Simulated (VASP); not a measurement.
Here is a VASP 6.6.1 calculation.

The input INCAR:

```
  PREC = Normal
  ENCUT = 520
  EDIFF = 1E-4
  ISMEAR = 0
  SIGMA = 0.15
  LREAL = Auto
  LASPH = True
  NELM = 60
  ALGO = Fast
  ISIF = 3
  LWAVE = False
  LCHARG = False
  GGA = PE
  IBRION = 2
  NSW = 24
  EDIFFG = -0.08
```

KPOINTS

```
regular mesh
0
Gamma
  3 3 2
```

The input POSCAR:

```
ZnCd2SeS2
1.0
    5.9350000000     -3.4250000000      0.0000000000
    5.9350000000      3.4250000000      0.0000000000
    0.0000000000      0.0000000000      6.4600000000
Zn Cd Se S
2 4 2 4
Direct
    0.8320000000      0.1680000000      0.4970000000
    0.1680000000      0.8320000000      0.9970000000
    0.1670000000      0.4970000000      0.5000000000
    0.4970000000      0.1670000000      0.0000000000
    0.5030000000      0.8330000000      0.5000000000
    0.8330000000      0.5030000000      0.0000000000
    0.1580000000      0.8420000000      0.3720000000
    0.8420000000      0.1580000000      0.8720000000
    0.5100000000      0.1660000000      0.3820000000
    0.8340000000      0.4900000000      0.3820000000
    0.1660000000      0.5100000000      0.8820000000
    0.4900000000      0.8340000000      0.8820000000
```

Potentials or basis: VASP PAW PBE potentials, release 64 (Zn, Cd, Se, S).

Launch:

```console
$ cat potpaw_PBE.64/Zn/POTCAR potpaw_PBE.64/Cd/POTCAR potpaw_PBE.64/Se/POTCAR potpaw_PBE.64/S/POTCAR > POTCAR
$ mpirun -np 1 vasp_std > vasp.out
```

Problem. Estimate the relaxed volume.

Solution. 25.15 Å³/atom.

Problem. What does it give for the relaxed cell?

Solution. a = 7.173 Å, b = 7.173 Å, c = 6.758 Å, α = 90.00°, β = 90.00°, γ = 60.22°.

Problem. Predict the space group after relaxing (to 0.05 Å).

Solution. Cmc2_1 (No. 36).

Step by step:
| step | energy change (eV) | largest force (eV/Å) | pressure (GPa) | volume (Å³) |
| --- | --- | --- | --- | --- |
| 1 | 0.0000 | 1.1840 | 11.07 | 262.63 |
| 2 | -1.1365 | 0.1714 | -3.07 | 324.38 |
| 3 | -1.3592 | 0.3293 | -0.42 | 303.73 |
| 4 | -1.3586 | 0.3416 | 0.05 | 302.87 |
| 5 | -1.3866 | 0.2613 | 0.07 | 302.03 |
| 6 | -1.4030 | 0.1140 | 0.35 | 300.58 |
| 7 | -1.4034 | 0.1259 | 0.14 | 300.78 |
| 8 | -1.4076 | 0.0553 | 0.08 | 301.79 |

Caveat: the k mesh is coarse (spacing up to 0.49 Å⁻¹), so the values aren't converged; the relaxation stopped at a loose force limit of 0.08 eV/Å, so its end isn't a converged minimum.
